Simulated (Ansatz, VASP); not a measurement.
One calculation of Sn2Ir, two programs

```xyz
3
Lattice="0.0000 2.9553 2.9553 2.9553 0.0000 2.9553 2.9553 2.9553 0.0000" Properties=species:S:1:pos:R:3 pbc="T T T"
Sn    4.4330    4.4330    4.4330
Sn    1.4777    1.4777    1.4777
Ir    0.0000    0.0000    0.0000
```

Change from the starting cell: volume scaled by 0.8, LAPW.

Alike in both runs: task single point; functional LDA; k mesh 10 × 10 × 10; occupations fermi-dirac, width 0.05 eV; no spin polarisation.

```csv
,VASP,Ansatz
version,VASP 6.6.1,Ansatz 0.2.0
potentials or method,"VASP PAW LDA potentials, release 64 (Sn_d, Ir), cutoff 520 eV","all-electron LAPW, scalar-relativistic"
```

```csv
,VASP,Ansatz,Ansatz less VASP
pressure (GPa),43.8,42.7,-1.11
```

Ansatz ran all-electron here, so the differences hold the error of VASP's frozen core and of both bases.

Caveats: so large a pressure means that the cell lies far from this level's equilibrium, or that cutoff or potentials fall short (VASP). Spin-orbit coupling is left out, which matters for the levels of Ir.
